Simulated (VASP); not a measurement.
Output of a VASP run:

File OSZICAR:
```
       N       E                     dE             d eps       ncg     rms          rms(c)
DAV:   1     0.560026003660E+02    0.56003E+02   -0.30368E+03   560   0.796E+02
DAV:   2     0.630835945019E+01   -0.49694E+02   -0.48439E+02   768   0.121E+02
DAV:   3     0.208589641149E+01   -0.42225E+01   -0.42223E+01   560   0.441E+01
DAV:   4     0.203126287270E+01   -0.54634E-01   -0.54571E-01  1040   0.613E+00
DAV:   5     0.203124026091E+01   -0.22612E-04   -0.22610E-04   680   0.894E-02    0.192E-01
DAV:   6     0.203196051785E+01    0.72026E-03   -0.85528E-04   968   0.170E-01    0.120E-01
DAV:   7     0.203203271697E+01    0.72199E-04   -0.26968E-03   664   0.296E-01    0.304E-02
DAV:   8     0.203186521965E+01   -0.16750E-03   -0.30371E-04   760   0.818E-02    0.707E-03
DAV:   9     0.203184362975E+01   -0.21590E-04   -0.32934E-05   880   0.232E-02    0.335E-03
DAV:  10     0.203183833246E+01   -0.52973E-05   -0.22703E-05   704   0.198E-02    0.111E-03
DAV:  11     0.203183810997E+01   -0.22249E-06   -0.36192E-07   992   0.315E-03    0.277E-04
DAV:  12     0.203183803880E+01   -0.71174E-07   -0.17097E-07   680   0.185E-03
   1 F= 0.20318380E+01 E0= 0.20323547E+01  d E =-.155008E-02
```

OUTCAR:
```
------------------------ aborting loop because EDIFF is reached ----------------------------------------
  FORCE on cell =-STRESS in cart. coord.  units (eV):
  Direction    XX          YY          ZZ          XY          YZ          ZX
  --------------------------------------------------------------------------------------
  Total       -0.0330425     -0.0330425     -0.0330425      0.0000000      0.0000000      0.0000000
  in kB       -0.5034271     -0.5034271     -0.5034271      0.0000000      0.0000000      0.0000000
  external PRESSURE =      -0.5034271 kB  Pullay stress =       0.0000000 kB
  volume of cell :      105.16
      direct lattice vectors                 reciprocal lattice vectors
    -2.973460020  2.973460020  2.973460020     0.000000000  0.168154270  0.168154270
     2.973460020 -2.973460020  2.973460020     0.168154270  0.000000000  0.168154270
     2.973460020  2.973460020 -2.973460020     0.168154270  0.168154270  0.000000000
 POSITION                                       TOTAL-FORCE (eV/Angst)
 -----------------------------------------------------------------------------------
      0.00000      0.00000      0.00000         0.000000     -0.000000      0.000000
 -----------------------------------------------------------------------------------
    total drift:                               -0.000000      0.000000     -0.000000
  FREE ENERGIE OF THE ION-ELECTRON SYSTEM (eV)
  ---------------------------------------------------
  free  energy   TOTEN  =         2.0318380388 eV

  energy  without entropy=        2.0333881228  energy(sigma->0) =        2.03235473
```
(Selected blocks of OUTCAR.)

POSCAR:
```
Cs
1
   -2.9734600204     2.9734600204     2.9734600204
    2.9734600204    -2.9734600204     2.9734600204
    2.9734600204     2.9734600204    -2.9734600204
Cs
1
Direct
  0.0000000000   0.0000000000   0.0000000000
```

**Question.** Write an INCAR and KPOINTS that could have produced this output.

**Answer.** Several could match; the one computed here: the input of the run itself, optB88-vdW, plane waves, VASP's PBE PAW potentials (set 64).

**INCAR**
```
SYSTEM = Cs
PREC = Accurate
ENCUT = 520
EDIFF = 1E-7
NELM = 100
ALGO = Normal
LREAL = .FALSE.
LASPH = .TRUE.
ISMEAR = 1
SIGMA = 0.1
GGA = BO
PARAM1 = 0.1833333333
PARAM2 = 0.22
LUSE_VDW = .TRUE.
AGGAC = 0.0
LMAXMIX = 4
LWAVE = .FALSE.
LCHARG = .FALSE.
ISIF = 2
```

KPOINTS:
```
Automatic
0
Gamma
  9 9 9
0 0 0
```

POTCAR, in this order: Cs_sv (PBE.64 set). Program: vasp_std.

The compound is Cs in the bcc structure. This cell is one point of a volume scan, at 1.03 of the reference volume.
